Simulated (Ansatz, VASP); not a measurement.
**One calculation of TeW2, two programs**

```
Te W
1.0
     0.00000    3.12404    3.12404
     3.12404    0.00000    3.12404
     3.12404    3.12404    0.00000
Te W
1 2
Direct
  0.00000 0.00000 0.00000
  0.25000 0.25000 0.25000
  0.75000 0.75000 0.75000
```

Change from the starting cell: species swapped into the HfO2 type (Fm-3m, No. 225).

Alike in both runs: functional PBE; k mesh 12 × 12 × 12; occupations gaussian, width 0.1 eV; no spin polarisation.

Ansatz relaxed the structure, and its values are those at the end. VASP's run is a single point on that final structure, the one shown.

|  | VASP | Ansatz |
| --- | --- | --- |
| version | VASP 6.6.1 | Ansatz 0.2.0 |
| potentials or method | VASP PAW PBE potentials, release 64 (Te, W_sv) | scalar-relativistic, plane waves, PAW |
| plane-wave cutoff (eV) | 520 | 420 |
| valence electrons in the cell | 34 | 44 |

VASP gave:

| Item | Value |
| --- | --- |
| gap on the k mesh at the Fermi level (eV) | none |
| pressure (GPa) | 0.1 |

Q: Which values does Ansatz return?

A: gap on the k mesh at the Fermi level (eV): none; pressure (GPa): 0.0.

A gap of «none» marks a metal or a gap that the smearing closes. The functional is the same, so the differences come from potentials, cutoffs and numerics. The two sets of potentials don't hold the same shells in valence.

The runs have no spin-orbit coupling, so splittings on Te, W are missing.
